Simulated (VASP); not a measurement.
# Be4NiGe (F-43m) in VASP: reference runs

Reference runs on Be4NiGe: the cell as given and a disturbed copy.

Everything below comes from runs of VASP 6.6.1. Logs are shortened: lines on timing, memory, paths and dates and some standing lists are left out, and cuts for length are marked.

### 1 Starting point

The structure is cubic, space group F-43m (No. 216). The conventional cell has a = 6.132 Å, b = 6.132 Å, c = 6.132 Å, α = 90.00°, β = 90.00°, γ = 90.00°. Ge (site symmetry -43m) is surrounded by 12 Be at 2.55 Å and 4 Ni at 2.66 Å. Ni (site symmetry -43m) has 12 Be at 2.54 Å and 4 Ge at 2.66 Å as nearest neighbours. Around Be (site symmetry 3m) lie 6 Be at 2.14 to 2.20 Å.

The cell comes from a database or a generator and needn't be the stable form of this composition.

### 2 Single point, PBE, collinear spin, ferromagnetic start

Contents of INCAR:

```
SYSTEM = Be4NiGe
ALGO = Normal
EDIFF = 1E-7
ENCUT = 520
GGA = PE
ISIF = 2
ISMEAR = -1
ISPIN = 2
LASPH = .TRUE.
LCHARG = .FALSE.
LMAXMIX = 4
LORBIT = 11
LREAL = .FALSE.
LWAVE = .FALSE.
MAGMOM = 0 1 0 0 0 0
NBANDS = 29
NELM = 150
PREC = Accurate
SIGMA = 0.05
```

Contents of KPOINTS:

```
k-points
0
G
  8 8 8
  0 0 0
```

Contents of POSCAR:

```
Be4NiGe
1.0
    0.0000000000      3.0659080000      3.0659080000
    3.0659080000      0.0000000000      3.0659080000
    3.0659080000      3.0659080000      0.0000000000
Ge Ni Be
1 1 4
Direct
    0.0000000000      0.0000000000      0.0000000000
    0.2500000000      0.2500000000      0.2500000000
    0.1302080000      0.6232640000      0.6232640000
    0.6232640000      0.6232640000      0.6232640000
    0.6232640000      0.6232640000      0.1302080000
    0.6232640000      0.1302080000      0.6232640000
```

Potentials or basis: VASP PAW PBE potentials, release 64 (Ge_d, Ni, Be).

Started as:

```
$ cat potpaw_PBE.64/Ge_d/POTCAR potpaw_PBE.64/Ni/POTCAR potpaw_PBE.64/Be/POTCAR > POTCAR
$ mpirun -np 1 vasp_std > vasp.out
```

OUTCAR:

```text
SYSTEM = Be4NiGe
   EDIFF = 1E-7
   ENCUT = 520
   GGA = PE
   ISIF = 2
   ISMEAR = -1
   ISPIN = 2
   LASPH = .TRUE.
   LORBIT = 11
   LREAL = .FALSE.
   NELM = 150
   PREC = Accurate

 ion  position               nearest neighbor table
   1  0.000  0.000  0.000-   4 2.55   4 2.55   4 2.55   3 2.55   5 2.55   6 2.55   3 2.55   6 2.55
                             6 2.55   3 2.55   5 2.55   5 2.55   2 2.66   2 2.66   2 2.66   2 2.66
   2  0.250  0.250  0.250-   3 2.54   5 2.54   6 2.54   3 2.54   4 2.54   6 2.54   3 2.54   4 2.54
                             5 2.54   4 2.54   5 2.54   6 2.54   1 2.66   1 2.66   1 2.66   1 2.66
   3  0.130  0.623  0.623-   4 2.14   5 2.14   6 2.14   6 2.20   5 2.20   4 2.20   2 2.54   2 2.54
                             2 2.54   1 2.55   1 2.55   1 2.55
   4  0.623  0.623  0.623-   3 2.14   5 2.14   6 2.14   3 2.20   6 2.20   5 2.20   2 2.54   2 2.54
                             2 2.54   1 2.55   1 2.55   1 2.55
   5  0.623  0.623  0.130-   3 2.14   4 2.14   6 2.14   6 2.20   3 2.20   4 2.20   2 2.54   2 2.54
                             2 2.54   1 2.55   1 2.55   1 2.55
   6  0.623  0.130  0.623-   3 2.14   4 2.14   5 2.14   3 2.20   5 2.20   4 2.20   2 2.54   2 2.54
                             2 2.54   1 2.55   1 2.55   1 2.55

  LATTYP: Found a face centered cubic cell.
 ALAT       =     6.1318160000

  Lattice vectors:

 A1 = (   0.0000000000,   3.0659080000,   3.0659080000)
 A2 = (   3.0659080000,   0.0000000000,   3.0659080000)
 A3 = (   3.0659080000,   3.0659080000,   0.0000000000)

Analysis of symmetry for initial positions (statically):
=====================================================================
 Subroutine PRICEL returns:
 Original cell was already a primitive cell.

 Routine SETGRP: Setting up the symmetry group for a
 face centered cubic supercell.

 Subroutine GETGRP returns: Found 24 space group operations
 (whereof 24 operations were pure point group operations)
 out of a pool of 48 trial point group operations.

The static configuration has the point symmetry T_d .

Analysis of symmetry for dynamics (positions and initial velocities):
=====================================================================
 Subroutine PRICEL returns:
 Original cell was already a primitive cell.

 Routine SETGRP: Setting up the symmetry group for a
 face centered cubic supercell.

 Subroutine GETGRP returns: Found 24 space group operations
 (whereof 24 operations were pure point group operations)
 out of a pool of 48 trial point group operations.

The dynamic configuration has the point symmetry T_d .

Analysis of structural, dynamic, and magnetic symmetry:
=====================================================================
 Subroutine PRICEL returns:
 Original cell was already a primitive cell.

 Routine SETGRP: Setting up the symmetry group for a
 face centered cubic supercell.

 Subroutine GETGRP returns: Found 24 space group operations
 (whereof 24 operations were pure point group operations)
 out of a pool of 48 trial point group operations.

The overall configuration has the point symmetry T_d .

 Subroutine INISYM returns: Found 24 space group operations
 (whereof 24 operations are pure point group operations),
 and found     1 'primitive' translations

----------------------------------------------------------------------------------------

                                     Primitive cell

  volume of cell :      57.6378

  direct lattice vectors                    reciprocal lattice vectors
     0.000000000  3.065908000  3.065908000    -0.163083824  0.163083824  0.163083824
     3.065908000  0.000000000  3.065908000     0.163083824 -0.163083824  0.163083824
     3.065908000  3.065908000  0.000000000     0.163083824  0.163083824 -0.163083824

  length of vectors
     4.335848675  4.335848675  4.335848675     0.282469469  0.282469469  0.282469469

  position of ions in fractional coordinates (direct lattice)
     0.000000000  0.000000000  0.000000000
     0.250000000  0.250000000  0.250000000
     0.130208000  0.623264000  0.623264000
     0.623264000  0.623264000  0.623264000
     0.623264000  0.623264000  0.130208000
     0.623264000  0.130208000  0.623264000

  ion indices of the primitive-cell ions
[... 60 lines left out ...]
 [... further k-points ...]
   k-points           NKPTS =     29   k-points in BZ     NKDIM =     29   number of bands    NBANDS=     29
   number of dos      NEDOS =    301   number of ions     NIONS =      6
   total plane-waves  NPLWV =  32768
   dimension x,y,z NGX =    32 NGY =   32 NGZ =   32
   dimension x,y,z NGXF=    64 NGYF=   64 NGZF=   64
   ions per type =               1   1   4
   NGX,Y,Z   is equivalent  to a cutoff of  12.27, 12.27, 12.27 a.u.
   NGXF,Y,Z  is equivalent  to a cutoff of  24.54, 24.54, 24.54 a.u.
 SYSTEM =  Be4NiGe
   PREC   = accura    normal or accurate (medium, high low for compatibility)
   ISTART =      0    job   : 0-new  1-cont  2-samecut
   ICHARG =      2    charge: 1-file 2-atom 10-const
   ISPIN  =      2    spin polarized calculation?
   LNONCOLLINEAR =      F non collinear calculations
   LSORBIT =      F    spin-orbit coupling
   LASPH  =      T    aspherical Exc in radial PAW
   ENCUT  =  520.0 eV  38.22 Ry    6.18 a.u.   8.06  8.06  8.06*2*pi/ulx,y,z
   NELM   =    150;   NELMIN=  2; NELMDL= -5     # of ELM steps
   EDIFF  = 0.1E-06   stopping-criterion for ELM
   LREAL  =      F    real-space projection
   EDIFFG = 0.1E-05   stopping-criterion for IOM
   NSW    =      0    number of steps for IOM
   IBRION =     -1    ionic relax: 0-MD 1-quasi-New 2-CG
   NFREE  =      0    steps in history (QN), initial steepest desc. (CG)
   ISIF   =      2    stress and relaxation
   ISYM   =      2    0-nonsym 1-usesym 2-fastsym
   POTIM  = 0.5000    time-step for ionic-motion
   TEBEG  =    0.0;   TEEND  =   0.0 temperature during run
   PSTRESS=    0.0 pullay stress
   NELECT =      32.0000    total number of electrons
   NUPDOWN=      -1.0000    fix difference up-down
   EMIN   =  10.00;   EMAX   =-10.00  energy-range for DOS
   EFERMI =   0.00;   METHOD = LEGACY
   ISMEAR =    -1;   SIGMA  =   0.05  broadening in eV -4-tet -1-fermi 0-gaus
   EFERMI_NEDOS =   21; number of points for ismear=-14 and -15
   IALGO  =     38    algorithm
   IMIX   =      4    mixing-type and parameters
     AMIX     =   0.40;   BMIX     =  1.00
     AMIX_MAG =   1.60;   BMIX_MAG =  1.00
  volume/ion in A,a.u.               =       9.61        64.83
  Fermi-wavevector in a.u.,A,eV,Ry     =   1.345517  2.542658 24.632188  1.810415
  Thomas-Fermi vector in A             =   2.473423
   LORBIT       =     11    0 simple, 1 ext, 2 COOP (PROOUT), +10 PAW based schemes
   GGA     = PE    functional components
   LHFCALC =     F    Hartree Fock is set to
   AEXX    =    0.0000 exact exchange contribution
   IVDW    =     0    specifies the selected vdW correction
   LEPSILON=     F    determine dielectric tensor
   LRPA    =     F    only Hartree local field effects (RPA)
 spin polarized calculation
  energy-cutoff  :      520.00
  volume of cell :       57.64
 maximum number of plane-waves:      1572
   NGX = 17   NGY = 17   NGZ = 17

 number of electron      31.9999981 magnetization      -0.0001978

 number of electron      31.9999981 magnetization       0.0000161

 Free energy of the ion-electron system (eV)
  ---------------------------------------------------
  ext. energy  EPLUGINS =         0.00000000
  ---------------------------------------------------
  free energy    TOTEN  =       -25.20766413 eV

  energy without entropy =      -25.19786029  energy(sigma->0) =      -25.20276221

 E-fermi :   8.4493     XC(G=0): -11.5993

 val. band max:        8.4421764148   @ k =   0.5000   0.1250   0.0000
 cond. band min:       8.5795879596   @ k =   0.5000   0.0000   0.0000
 fundamental gap:      0.1374115448
 Fermi energy:         8.4492980498

 spin component 1

 k-point     1 :       0.0000    0.0000    0.0000
  band No.  band energies     occupation
      1     -16.8234      1.00000
      2     -16.8234      1.00000
      3     -16.8210      1.00000
      4     -16.8210      1.00000
      5     -16.8210      1.00000
      6      -4.4430      1.00000
[... 733 lines left out ...]
     27      19.1625      0.00000
     28      20.0446      0.00000

 [... further k-points ...]

 spin component 2

 k-point     1 :       0.0000    0.0000    0.0000
  band No.  band energies     occupation
      1     -16.8234      1.00000
      2     -16.8234      1.00000
      3     -16.8210      1.00000
      4     -16.8210      1.00000
      5     -16.8210      1.00000
      6      -4.4430      1.00000
[... 733 lines left out ...]
     27      19.1625      0.00000
     28      20.0446      0.00000

 [... further k-points ...]

 [bands above 28 left out]

------------------------ aborting loop because EDIFF is reached ----------------------------------------

  FORCE on cell =-STRESS in cart. coord.  units (eV):
  Direction    XX          YY          ZZ          XY          YZ          ZX
  --------------------------------------------------------------------------------------
  -------------------------------------------------------------------------------------
  Total       -0.1126978     -0.1126978     -0.1126978      0.0000000      0.0000000      0.0000000
  in kB       -3.1326996     -3.1326996     -3.1326996      0.0000000      0.0000000      0.0000000
  external PRESSURE =      -3.1326996 kB  Pullay stress =       0.0000000 kB

 VOLUME and BASIS-vectors are now :
 -----------------------------------------------------------------------------
  energy-cutoff  :      520.00
  volume of cell :       57.64
      direct lattice vectors                 reciprocal lattice vectors
     0.000000000  3.065908000  3.065908000    -0.163083824  0.163083824  0.163083824
     3.065908000  0.000000000  3.065908000     0.163083824 -0.163083824  0.163083824
     3.065908000  3.065908000  0.000000000     0.163083824  0.163083824 -0.163083824

 POSITION                                       TOTAL-FORCE (eV/Angst)
 -----------------------------------------------------------------------------------
      0.00000      0.00000      0.00000         0.000000      0.000000     -0.000000
      1.53295      1.53295      1.53295         0.000000     -0.000000     -0.000000
      3.82174      2.31008      2.31008         0.017060     -0.017060     -0.017060
      3.82174      3.82174      3.82174         0.017060      0.017060      0.017060
      2.31008      2.31008      3.82174        -0.017060     -0.017060      0.017060
      2.31008      3.82174      2.31008        -0.017060      0.017060     -0.017060
 -----------------------------------------------------------------------------------
    total drift:                                0.000000      0.000000      0.000001

  FREE ENERGIE OF THE ION-ELECTRON SYSTEM (eV)
  ---------------------------------------------------
  free  energy   TOTEN  =       -25.2076641258 eV

  energy  without entropy=      -25.1978602860  energy(sigma->0) =      -25.20276221

 total charge

# of ion       s       p       d       tot
------------------------------------------
    1        1.135   1.155  10.104  12.393
    2        0.409   0.494   8.396   9.300
    3        0.415   0.721   0.000   1.136
    4        0.415   0.721   0.000   1.136
    5        0.415   0.721   0.000   1.136
    6        0.415   0.721   0.000   1.136
--------------------------------------------------
tot          3.204   4.531  18.500  26.235

 magnetization (x)

# of ion       s       p       d       tot
------------------------------------------
    1        0.000   0.000  -0.000   0.000
    2       -0.000  -0.000   0.000   0.000
    3       -0.000  -0.000   0.000  -0.000
    4       -0.000  -0.000   0.000  -0.000
    5       -0.000  -0.000   0.000  -0.000
    6       -0.000  -0.000   0.000  -0.000
--------------------------------------------------
tot         -0.000  -0.000   0.000  -0.000
```

Run time: 47 s. Hardware: 1 thread of Intel Xeon 6975P-C (Granite Rapids), shared host; peak memory 0.24 GiB.

What came out:

- Free energy: -25.2077 eV
- Pressure: -0.3 GPa
- Largest force: 0.030 eV/Å
- Band gap on the k mesh: none (metal or under the smearing width)
- Net moment: 0.00 μB per cell
- Valence electrons inside the program's atomic spheres: Ge 12.39; Ni 9.30; Be 1.14

Forces on the atoms (eV/Å):
```
Ge   0.000  0.000  0.000
Ni   0.000  0.000  0.000
Be   0.017 -0.017 -0.017
Be   0.017  0.017  0.017
Be  -0.017 -0.017  0.017
Be  -0.017  0.017 -0.017
```

Levels at points of the mesh, in eV from the Fermi level:
Spin up:
```tsv
k point	band 12	band 13	band 14	band 15	band 16	band 17	band 18	band 19	band 20	band 21
(0.00, 0.00, 0.00)	-3.16	-1.52	-1.28	-1.28	-1.28	0.55	0.55	0.55	2.36	2.36
(0.50, 0.00, 0.00)	-2.83	-2.83	-2.58	-2.58	-0.23	0.13	0.13	3.52	4.42	4.42
(0.50, 0.50, 0.00)	-2.68	-2.58	-2.58	-1.87	-1.31	3.66	4.17	4.85	4.85	5.94
```
Spin down:
| k point | band 13 | band 14 | band 15 | band 16 | band 17 | band 18 | band 19 | band 20 |
| --- | --- | --- | --- | --- | --- | --- | --- | --- |
| (0.00, 0.00, 0.00) | -1.52 | -1.28 | -1.28 | -1.28 | 0.55 | 0.55 | 0.55 | 2.36 |
| (0.50, 0.00, 0.00) | -2.83 | -2.58 | -2.58 | -0.23 | 0.13 | 0.13 | 3.52 | 4.42 |
| (0.50, 0.50, 0.00) | -2.58 | -2.58 | -1.87 | -1.31 | 3.66 | 4.17 | 4.85 | 4.85 |

(Part 1 of 2 ends here.)
